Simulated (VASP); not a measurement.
Calculation: PBE GGA, VASP's PBE PAW potentials (set 64) (plane waves; VASP).

VASP input:

File KPOINTS:
```
k-points along high-symmetry lines
15
Line-mode
Reciprocal
  0.000000   0.000000   0.000000 ! GAMMA
  0.500000   0.000000   0.500000 ! X

  0.500000   0.000000   0.500000 ! X
  0.625000   0.250000   0.625000 ! U

  0.375000   0.375000   0.750000 ! K
  0.000000   0.000000   0.000000 ! GAMMA

  0.000000   0.000000   0.000000 ! GAMMA
  0.500000   0.500000   0.500000 ! L

  0.500000   0.500000   0.500000 ! L
  0.500000   0.250000   0.750000 ! W

  0.500000   0.250000   0.750000 ! W
  0.500000   0.000000   0.500000 ! X
```

INCAR:
```
SYSTEM = AgCl
PREC = Accurate
ENCUT = 400
EDIFF = 1E-7
NELM = 100
ALGO = Normal
LREAL = .FALSE.
LASPH = .TRUE.
ISMEAR = 0
SIGMA = 0.05
GGA = PE
LMAXMIX = 4
LWAVE = .FALSE.
LCHARG = .FALSE.
LORBIT = 11
ICHARG = 11
```

File POSCAR:
```
AgCl
1.0
  0.0000000000   2.7985296712   2.7985296712
  2.7985296712   0.0000000000   2.7985296712
  2.7985296712   2.7985296712   0.0000000000
Ag Cl
1 1
Cartesian
  0.0000000000   0.0000000000   0.0000000000
  2.7985296712   2.7985296712   2.7985296712
```

POTCAR, in this order: Ag Cl (PBE.64 set). Program: vasp_std. Read from the step before: CHGCAR.

Output of the run:

OUTCAR:
```
 ion  position               nearest neighbor table
   1  0.000  0.000  0.000-   2 2.80   2 2.80   2 2.80   2 2.80   2 2.80   2 2.80
   2  0.500  0.500  0.500-   1 2.80   1 2.80   1 2.80   1 2.80   1 2.80   1 2.80
  LATTYP: Found a face centered cubic cell.
 ALAT       =     5.5970593424
 Subroutine PRICEL returns:
 Original cell was already a primitive cell.
 Subroutine GETGRP returns: Found 48 space group operations
The static configuration has the point symmetry O_h .
The dynamic configuration has the point symmetry O_h .
 Subroutine INISYM returns: Found 48 space group operations
   k-points           NKPTS =     90   k-points in BZ     NKDIM =     90   number of bands    NBANDS=     13
   number of dos      NEDOS =    301   number of ions     NIONS =      2
   total plane-waves  NPLWV =  21952
   dimension x,y,z NGX =    28 NGY =   28 NGZ =   28
   dimension x,y,z NGXF=    56 NGYF=   56 NGZF=   56
   ions per type =               1   1
   PREC   = accura    normal or accurate (medium, high low for compatibility)
   ISTART =      0    job   : 0-new  1-cont  2-samecut
   ICHARG =     11    charge: 1-file 2-atom 10-const
   ISPIN  =      1    spin polarized calculation?
   LNONCOLLINEAR =      F non collinear calculations
   LSORBIT =      F    spin-orbit coupling
   INIWAV =      1    electr: 0-lowe 1-rand  2-diag
   ENCUT  =  400.0 eV  29.40 Ry    5.42 a.u.   6.45  6.45  6.45*2*pi/ulx,y,z
   NELM   =    100;   NELMIN=  2; NELMDL= -5     # of ELM steps
   EDIFF  = 0.1E-06   stopping-criterion for ELM
   LREAL  =      F    real-space projection
   NLSPLINE    = F    spline interpolate recip. space projectors
   LMAXMIX     =    4 max onsite mixed and CHGCAR
   VOSKOWN=      0    Vosko Wilk Nusair interpolation
   EDIFFG = 0.1E-05   stopping-criterion for IOM
   NSW    =      0    number of steps for IOM
   NBLOCK =      1;   KBLOCK =      1    inner block; outer block
   IBRION =     -1    ionic relax: 0-MD 1-quasi-New 2-CG
   NFREE  =      0    steps in history (QN), initial steepest desc. (CG)
   ISIF   =      2    stress and relaxation
   ISYM   =      2    0-nonsym 1-usesym 2-fastsym
   TEIN   =    0.0    initial temperature
   TEBEG  =    0.0;   TEEND  =   0.0 temperature during run
...
```

File OSZICAR:
```
       N       E                     dE             d eps       ncg     rms          rms(c)
DAV:   1     0.818498323817E+02    0.81850E+02   -0.76614E+03  2516   0.994E+02
DAV:   2    -0.233066889485E+01   -0.84181E+02   -0.78484E+02  2830   0.224E+02
DAV:   3    -0.542678718776E+01   -0.30961E+01   -0.30880E+01  2720   0.451E+01
DAV:   4    -0.545025005291E+01   -0.23463E-01   -0.23460E-01  2735   0.444E+00
DAV:   5    -0.545058036798E+01   -0.33032E-03   -0.33031E-03  2740   0.518E-01
DAV:   6    -0.545058660545E+01   -0.62375E-05   -0.62374E-05  2770   0.712E-02
DAV:   7    -0.545058673731E+01   -0.13186E-06   -0.13186E-06  2770   0.104E-02
DAV:   8    -0.545058673975E+01   -0.24415E-08   -0.24684E-08  1810   0.155E-03
   1 F= -.54505867E+01 E0= -.54505867E+01  d E =-.909343E-13
```

File OUTCAR:
```
 val. band max:        3.4764528556   @ k =   0.5000   0.5000   0.5000

 cond. band min:       4.3920513946   @ k =   0.0000   0.0000   0.0000



 k-point     1 :       0.0000    0.0000    0.0000
  band No.  band energies     occupation
      1     -11.4933      2.00000
      2       1.1435      2.00000
      3       1.1435      2.00000
      4       1.1435      2.00000
      5       1.1828      2.00000
      6       1.1828      2.00000
      7       1.2663      2.00000
      8       1.2663      2.00000
      9       1.2663      2.00000
     10       4.3921      0.00000
     11      14.3416      0.00000
     12      14.3416      0.00000
     13      14.3416      0.00000

 k-point     2 :       0.0357    0.0000    0.0357
  band No.  band energies     occupation
      1     -11.4871      2.00000
      2       0.8748      2.00000
      3       1.0671      2.00000
      4       1.0671      2.00000
      5       1.1398      2.00000
      6       1.1851      2.00000
      7       1.3431      2.00000
      8       1.3431      2.00000
      9       1.5296      2.00000
     10       4.4823      0.00000
     11      14.1889      0.00000
     12      14.2743      0.00000
     13      14.2743      0.00000

 k-point     3 :       0.0714    0.0000    0.0714
  band No.  band energies     occupation
      1     -11.4687      2.00000
      2       0.5134      2.00000
      3       0.9559      2.00000
      4       0.9559      2.00000
      5       1.1284      2.00000
      6       1.1914      2.00000
      7       1.4548      2.00000
      8       1.4548      2.00000
      9       1.7660      2.00000
     10       4.7407      0.00000
     11      13.8623      0.00000
     12      14.1117      0.00000
     13      14.1117      0.00000

 k-point     4 :       0.1071    0.0000    0.1071
  band No.  band energies     occupation
      1     -11.4395      2.00000
      2       0.1628      2.00000
      3       0.8498      2.00000
      4       0.8498      2.00000
...
```

The density is held fixed in this step, so its total energy and stress have no physical meaning.

The compound is AgCl in the rock salt structure. It was relaxed first.
